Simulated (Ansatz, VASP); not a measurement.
# As2O3 (Arsenolite): VASP beside Ansatz, part 3 of 3

One calculation is typed for both programs; each brings its own data sets. How far apart do they land? The cell is taken from a series of runs on this material, whose earlier steps may have relaxed, scaled, displaced or heated it; both programs get it as it stands.

VASP 6.6.1 and Ansatz 0.2.0.

So far: The structure; Ansatz: dielectric response, PBEsol; VASP: dielectric response, PBEsol.

### 3. VASP: dielectric response, PBEsol (continued)

Level of this step: PBEsol; plane waves and PAW (As, O) (VASP).

Numbers of over 12 decimals in the logs are rounded to 6 here.

OUTCAR, selected parts (step 3):

```text
ion  position               nearest neighbor table
   1  0.397  0.397  0.397-  10 1.79  14 1.79  19 1.79
   2  0.442  0.853  0.853-  11 1.79  13 1.79  18 1.79
   3  0.397  0.397  0.808-  12 1.79  14 1.79  17 1.79
   4  0.853  0.442  0.853-   9 1.79  15 1.79  18 1.79
   5  0.808  0.397  0.397-  12 1.79  16 1.79  19 1.79
   6  0.853  0.853  0.853-  11 1.79  15 1.79  20 1.79
   7  0.397  0.808  0.397-  10 1.79  16 1.79  17 1.79
   8  0.853  0.853  0.442-   9 1.79  13 1.79  20 1.79
   9  0.923  0.577  0.577-   4 1.79   8 1.79
  10  0.327  0.673  0.327-   1 1.79   7 1.79
  11  0.577  0.923  0.923-   2 1.79   6 1.79
  12  0.673  0.327  0.673-   3 1.79   5 1.79
  13  0.577  0.923  0.577-   2 1.79   8 1.79
  14  0.327  0.327  0.673-   1 1.79   3 1.79
  15  0.923  0.577  0.923-   4 1.79   6 1.79
  16  0.673  0.673  0.327-   5 1.79   7 1.79
  17  0.327  0.673  0.673-   3 1.79   7 1.79
  18  0.577  0.577  0.923-   2 1.79   4 1.79
  19  0.673  0.327  0.327-   1 1.79   5 1.79
  20  0.923  0.923  0.577-   6 1.79   8 1.79

  LATTYP: Found a face centered cubic cell.
 ALAT       =    11.0734300000

 Subroutine GETGRP returns: Found 48 space group operations
 (whereof 24 operations were pure point group operations)

The static configuration has the point symmetry T_d .
 The point group associated with its full space group is O_h .

 Found      3 irreducible k-points:

   k-points           NKPTS =      3   k-points in BZ     NKDIM =      3   number of bands    NBANDS=     76

   dimension x,y,z NGX =    60 NGY =   60 NGZ =   60
   dimension x,y,z NGXF=   120 NGYF=  120 NGZF=  120

   ENCUT  =  520.0 eV  38.22 Ry    6.18 a.u.  14.56 14.56 14.56*2*pi/ulx,y,z

   NELECT =     112.0000    total number of electrons

 k-points in reciprocal lattice and weights: Automatic mesh
   0.00000000  0.00000000  0.00000000       0.125
   0.50000000  0.00000000  0.00000000       0.500
   0.50000000  0.50000000  0.00000000       0.375

 average (electrostatic) potential at core
       1 -53.2349       2 -53.2349       3 -53.2349       4 -53.2349       5 -53.2349
       6 -53.2349       7 -53.2349       8 -53.2349       9 -73.5324      10 -73.5324
      11 -73.5324      12 -73.5324      13 -73.5324      14 -73.5324      15 -73.5324
      16 -73.5324      17 -73.5324      18 -73.5324      19 -73.5324      20 -73.5324

  Total       11.4118070     11.4118070     11.4118070      0.0000000      0.0000000      0.0000000
  in kB       53.8615066     53.8615066     53.8615066      0.0000000      0.0000000      0.0000000
  external PRESSURE =      53.8615066 kB  Pullay stress =       0.0000000 kB

  energy-cutoff  :      520.00
  volume of cell :      339.46
      direct lattice vectors                 reciprocal lattice vectors
     0.000000000  5.536715000  5.536715000    -0.090306256  0.090306256  0.090306256
     5.536715000  0.000000000  5.536715000     0.090306256 -0.090306256  0.090306256
     5.536715000  5.536715000  0.000000000     0.090306256  0.090306256 -0.090306256

 POSITION                                       TOTAL-FORCE (eV/Angst)
 -----------------------------------------------------------------------------------
      4.39848      4.39848      4.39848        -0.575545     -0.575545     -0.575545
      9.44331      7.16683      7.16683         0.575545     -0.575545     -0.575545
      6.67495      6.67495      4.39848         0.575545      0.575545     -0.575545
      7.16683      9.44331      7.16683        -0.575545      0.575545     -0.575545
      4.39848      6.67495      6.67495        -0.575545      0.575545      0.575545
      9.44331      9.44331      9.44331         0.575545      0.575545      0.575545
      6.67495      4.39848      6.67495         0.575545     -0.575545      0.575545
      7.16683      7.16683      9.44331        -0.575545     -0.575545      0.575545
      6.39380      8.30507      8.30507        -0.843900      0.000000     -0.000000
      5.53672      3.62544      5.53672        -0.000000     -0.843900     -0.000000
     10.21635      8.30507      8.30507         0.843900      0.000000     -0.000000
      5.53672      7.44799      5.53672        -0.000000      0.843900     -0.000000
      8.30507      6.39380      8.30507        -0.000000     -0.843900     -0.000000
      5.53672      5.53672      3.62544        -0.000000      0.000000     -0.843900
      8.30507     10.21635      8.30507        -0.000000      0.843900     -0.000000
      5.53672      5.53672      7.44799        -0.000000      0.000000      0.843900
      7.44799      5.53672      5.53672         0.843900      0.000000     -0.000000
      8.30507      8.30507      6.39380        -0.000000      0.000000     -0.843900
      3.62544      5.53672      5.53672        -0.843900      0.000000     -0.000000
      8.30507      8.30507     10.21635        -0.000000      0.000000      0.843900
 -----------------------------------------------------------------------------------
    total drift:                                0.000000      0.000000      0.000000

 MACROSCOPIC STATIC DIELECTRIC TENSOR (including local field effects in DFT)
 ------------------------------------------------------
           3.195968     0.000000     0.000000
          -0.000000     3.195968     0.000000
          -0.000000    -0.000000     3.195968
 ------------------------------------------------------

 PIEZOELECTRIC TENSOR (including local field effects)  for field in x, y, z        (C/m^2)
          XX          YY          ZZ          XY          YZ          ZX
  --------------------------------------------------------------------------------
  x     0.00000    -0.00000     0.00000     0.00000     0.00000     0.00000
  y    -0.00000    -0.00000     0.00000     0.00000     0.00000     0.00000
  z    -0.00000     0.00000     0.00000     0.00000     0.00000     0.00000

 BORN EFFECTIVE CHARGES (including local field effects) (in |e|, cummulative output)
 ---------------------------------------------------------------------------------
 ion    1
    1     2.31842    -0.37193    -0.37193
    2    -0.37193     2.31842    -0.37193
    3    -0.37193    -0.37193     2.31842
 ion    2
    1     2.31842     0.37193     0.37193
    2     0.37193     2.31842    -0.37193
    3     0.37193    -0.37193     2.31842
 ion    3
    1     2.31842    -0.37193     0.37193
    2    -0.37193     2.31842     0.37193
    3     0.37193     0.37193     2.31842
 ion    4
    1     2.31842     0.37193    -0.37193
    2     0.37193     2.31842     0.37193
    3    -0.37193     0.37193     2.31842
 ion    5
    1     2.31842     0.37193     0.37193
    2     0.37193     2.31842    -0.37193
    3     0.37193    -0.37193     2.31842
 ion    6
    1     2.31842    -0.37193    -0.37193
    2    -0.37193     2.31842    -0.37193
    3    -0.37193    -0.37193     2.31842
 ion    7
    1     2.31842     0.37193    -0.37193
    2     0.37193     2.31842     0.37193
    3    -0.37193     0.37193     2.31842
 ion    8
    1     2.31842    -0.37193     0.37193
    2    -0.37193     2.31842     0.37193
    3     0.37193     0.37193     2.31842
 ion    9
    1    -1.16062    -0.00000     0.00000
    2    -0.00000    -1.73811     0.69314
    3    -0.00000     0.69314    -1.73811
 ion   10
    1    -1.73811    -0.00000    -0.69314
    2    -0.00000    -1.16062     0.00000
    3    -0.69314    -0.00000    -1.73811
 ion   11
    1    -1.16062     0.00000    -0.00000
    2     0.00000    -1.73811    -0.69314
    3    -0.00000    -0.69314    -1.73811
 ion   12
    1    -1.73811     0.00000     0.69314
    2    -0.00000    -1.16062    -0.00000
    3     0.69314     0.00000    -1.73811
 ion   13
    1    -1.73811     0.00000     0.69314
    2    -0.00000    -1.16062    -0.00000
    3     0.69314     0.00000    -1.73811
 ion   14
    1    -1.73811    -0.69314    -0.00000
[...]
2    -0.69314    -1.73811     0.00000
    3    -0.00000     0.00000    -1.16062
```

### 4. Side by side

Known differences besides the potentials themselves: fixed occupations in Ansatz, narrow Gaussian smearing in VASP; the data sets hold 192 valence electrons in Ansatz (on its PAW soft_1 files) and 112 in VASP; the cutoff is 420 eV in Ansatz and 520 eV in VASP; Ansatz makes its cores anew for this functional, VASP keeps those of its PBE data sets. Total energies have different zeros and are not compared.

The two programs side by side:

| quantity | Ansatz | VASP | difference |
| --- | --- | --- | --- |
| ε∞ xx | 3.12 | 3.20 | -2.41 % |
| ε∞ yy | 3.12 | 3.20 | -2.41 % |
| ε∞ zz | 3.12 | 3.20 | -2.41 % |

### 5. Results

```json
{"difference in ε∞ xx (dielectric response, PBEsol)": "-2.4 %"}
```

The difference in ε∞ xx is -2.4 % (dielectric response, PBEsol), within the 5 % picked in this series as the mark of a large difference. The data sets hold unlike numbers of valence electrons (192 in Ansatz and 112 in VASP), so part of the differences comes from the potentials. Such differences can come from data sets, numerical settings and the points named under the comparisons, not from the functional's error against experiment.

[Lines on the potential files, build, host, timing and source positions are cut from VASP's logs without a mark.]

[Logs are printed without paths, hosts, clocks, repeated set-up lines and the standing remarks that a program may print on its own settings, such as how far it seeks lower states.]

[Hosts, paths, dates, database ids (printed as entryN), source tags and the programs' standing remarks are cut or masked in the printed files.]
